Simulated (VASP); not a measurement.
Given:

```
CELL_PARAMETERS angstrom
      0.00000     3.44658     3.44658
      3.44658     0.00000     3.44658
      3.44658     3.44658     0.00000
ATOMIC_POSITIONS crystal
  K  0.00000 0.00000 0.00000
  Br 0.50000 0.50000 0.50000
```

Level of theory: revPBE GGA, VASP's PBE PAW potentials (set 64) (plane waves; VASP). Numerical set-up: 520 eV cut-off, Gaussian smearing of 0.050 eV, potentials K_sv Br.

### Question
Predict the band gap (along the path) with the smallest direct gap where there is one.

### Answer

```
Item                                   Result
------------------------------------  -------
band gap (along the path)             4.40 eV
smallest direct gap (along the path)  4.40 eV
```

The compound is KBr in the rock salt structure. It was relaxed first, which changed the volume by +14 %.
